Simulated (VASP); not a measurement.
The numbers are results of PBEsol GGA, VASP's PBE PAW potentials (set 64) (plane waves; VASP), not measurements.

VASP input:

### POSCAR
```
BAs
1.0
  0.0000000000   2.2688667657   2.2688667657
  2.2688667657   0.0000000000   2.2688667657
  2.2688667657   2.2688667657   0.0000000000
B As
1 1
Cartesian
  0.0000000000   0.0000000000   0.0000000000
  1.1344333828   1.1344333828   1.1344333828
```

**KPOINTS**
```
Automatic mesh
0
Gamma
10 10 10
0 0 0
```

### INCAR
```
SYSTEM = BAs
PREC = Accurate
ENCUT = 620
EDIFF = 1E-6
NELM = 100
ALGO = Normal
LREAL = .FALSE.
LASPH = .TRUE.
ISMEAR = 0
SIGMA = 0.05
GGA = PS
LMAXMIX = 4
LWAVE = .FALSE.
LCHARG = .FALSE.
IBRION = 2
ISIF = 3
NSW = 40
EDIFFG = -0.02
PSTRESS = 300
```

POTCAR, in this order: B As (PBE.64 set). Program: vasp_std.

The resulting files:

### OUTCAR
```
 ion  position               nearest neighbor table
   1  0.000  0.000  0.000-   2 1.96   2 1.96   2 1.96   2 1.96
   2  0.250  0.250  0.250-   1 1.96   1 1.96   1 1.96   1 1.96
  LATTYP: Found a face centered cubic cell.
 ALAT       =     4.5377335314
 Subroutine PRICEL returns:
 Original cell was already a primitive cell.
 Subroutine GETGRP returns: Found 24 space group operations
The static configuration has the point symmetry T_d .
The dynamic configuration has the point symmetry T_d .
 Subroutine INISYM returns: Found 24 space group operations
 Subroutine IBZKPT returns following result:
 Found     47 irreducible k-points:

 Following reciprocal coordinates:
            Coordinates               Weight
  0.000000  0.000000  0.000000      1.000000
  0.100000  0.000000  0.000000      8.000000
  0.200000  0.000000  0.000000      8.000000
  0.300000  0.000000  0.000000      8.000000
  0.400000  0.000000  0.000000      8.000000
  0.500000  0.000000  0.000000      4.000000
  0.100000  0.100000  0.000000      6.000000
  0.200000  0.100000  0.000000     24.000000
  0.300000  0.100000  0.000000     24.000000
...
```

File OSZICAR:
```
       N       E                     dE             d eps       ncg     rms          rms(c)
DAV:   1     0.165606349390E+02    0.16561E+02   -0.43795E+03   752   0.103E+03
DAV:   2    -0.124403137692E+02   -0.29001E+02   -0.27617E+02  1088   0.121E+02
DAV:   3    -0.128323175384E+02   -0.39200E+00   -0.39200E+00   920   0.187E+01
DAV:   4    -0.128327987641E+02   -0.48123E-03   -0.48123E-03  1104   0.662E-01
DAV:   5    -0.128327990219E+02   -0.25783E-06   -0.25788E-06   888   0.103E-02    0.606E+00
DAV:   6    -0.120120892548E+02    0.82071E+00   -0.21684E+00   792   0.813E+00    0.303E+00
DAV:   7    -0.118966005074E+02    0.11549E+00   -0.36418E-01  1040   0.357E+00    0.103E+00
DAV:   8    -0.118853452912E+02    0.11255E-01   -0.22979E-02   800   0.107E+00    0.142E-01
DAV:   9    -0.118854778897E+02   -0.13260E-03   -0.49341E-04  1032   0.200E-01    0.822E-02
DAV:  10    -0.118855296586E+02   -0.51769E-04   -0.13258E-04   816   0.788E-02    0.182E-02
DAV:  11    -0.118855310190E+02   -0.13604E-05   -0.37615E-06  1096   0.172E-02    0.163E-02
DAV:  12    -0.118855304837E+02    0.53525E-06   -0.10202E-06   408   0.650E-03
   1 F= -.75116426E+01 E0= -.75116426E+01  d E =-.751164E+01
```

### OUTCAR
```
------------------------ aborting loop because EDIFF is reached ----------------------------------------
  FORCE on cell =-STRESS in cart. coord.  units (eV):
  Direction    XX          YY          ZZ          XY          YZ          ZX
  --------------------------------------------------------------------------------------
  Total        4.3417589      4.3417589      4.3417589      0.0000000     -0.0000000      0.0000000
  in kB      297.7963089    297.7963089    297.7963089      0.0000000     -0.0000000      0.0000000
  external PRESSURE =      -2.2036911 kB  Pullay stress =     300.0000000 kB
  volume of cell :       23.36
      direct lattice vectors                 reciprocal lattice vectors
     0.000000000  2.268866766  2.268866766    -0.220374333  0.220374333  0.220374333
     2.268866766  0.000000000  2.268866766     0.220374333 -0.220374333  0.220374333
     2.268866766  2.268866766  0.000000000     0.220374333  0.220374333 -0.220374333
  FREE ENERGIE OF THE ION-ELECTRON SYSTEM (eV)
  ---------------------------------------------------
  free  energy   TOTEN  =       -11.8855304837 eV

  energy  without entropy=      -11.8855304837  energy(sigma->0) =      -11.88553048
  enthalpy is  TOTEN    =        -7.5116425764 eV   P V=        4.3738879073

 reached required accuracy - stopping structural energy minimisation
```
(Selected blocks of OUTCAR.)

The compound is BAs in the zinc blende structure. It was relaxed first under an external pressure of 30 GPa.
